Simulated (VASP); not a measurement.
An input for Ansatz (written as the equivalent of a VASP run, and not itself run):

Ansatz 0.2 input:
```yaml
crystal:
  lattice:
    - [3.5144440, 0.0000000, 0.0000000]
    - [-1.7572220, 3.0435980, 0.0000000]
    - [0.0000000, 0.0000000, 11.3077480]
  atoms:
    - { symbol: Ho, position: [0.0000000, 0.0000000, 0.0000000], spin: 4, spin_axis: [0, 0, 1] }
    - { symbol: Ho, position: [0.0000000, 0.0000000, 0.5000000], spin: 4, spin_axis: [0, 0, 1] }
    - { symbol: Ho, position: [0.3333330, 0.6666670, 0.2500000], spin: 4, spin_axis: [0, 0, 1] }
    - { symbol: Ho, position: [0.6666670, 0.3333330, 0.7500000], spin: 4, spin_axis: [0, 0, 1] }
kpoints:
  mp_grid: { grid: [7, 7, 2] }
hamiltonian:
  xc: pbe
  pseudopotentials: { kind: paw }
magnetization: { noncollinear: true, spin_orbit: true }
scf:
  occupations: { method: gaussian, width: 0.272 }
  max_iter: 100
output: { forces: true, stress: true, eigenvalues: true }
```

Problem. Translate this input to VASP (INCAR, KPOINTS, POSCAR, choice of POTCAR).

Solution. One answer among several that fit: 
File POSCAR:
```
Ho
3.5144440
  1.0000000000   0.0000000000   0.0000000000
 -0.5000000000   0.8660254652   0.0000000000
  0.0000000000   0.0000000000   3.2175069513
Ho
4
Cart
  0.0000000000   0.0000000000   0.0000000000
  0.0000000000   0.0000000000   1.6087534757
 -0.0000005000   0.5773505988   0.8043767378
  0.5000005000   0.2886748664   2.4131302135
```

### INCAR
```
GGA_COMPAT  =  .FALSE.
LCHARG  =  .FALSE.
MAGMOM  =  2*0.0 4.0 2*0.0 4.0 2*0.0 4.0 2*0.0 4.0
ENCUT  =  300   # plane-wave cut-off (eV)
LORBIT  =  11   # lm-projected
LNONCOLLINEAR  =  .TRUE.
LMAXMIX  =  6
PREC  =  Accurate
LREAL  =  .FALSE.
LSORBIT  =  .TRUE.
ISMEAR  =  0   # Gaussian
ALGO  =  Normal   # blocked Davidson
ISIF  =  2   # forces and stress, cell fixed
EDIFF  =  1E-6   # SCF stop (eV)
NELM  =  100
LASPH  =  .TRUE.
GGA  =  PE   # PBE
SYSTEM  =  Ho
LWAVE  =  .FALSE.
SIGMA  =  0.272
```

### KPOINTS
```
Automatic mesh
0
Gamma
7 7 2
0 0 0
```

POTCAR, in this order: Ho (PBE.64 set). Program: vasp_ncl.

What does not carry over: each code has its own PAW files, so the cut-off isn't converted (ENCUT is set for VASP's; basis.ecutwfc is left out, and Ansatz then takes the one that its files recommend); Ansatz stops its SCF on the density residual and VASP on the energy change (EDIFF).

The structure was generated: Ho was put into an ordered model structure, which need not be its known phase. The cell was not relaxed at this level. The run is one of a series of settings (GGA_COMPAT = .FALSE., ISPIN removed, LNONCOLLINEAR = .TRUE., LSORBIT = .TRUE., MAGMOM = 0.0 0.0 4.0 0.0 0.0 4.0 0.0 0.0 4.0 0.0 0.0 4.0, program vasp_ncl against the base run), some of them coarse on purpose.
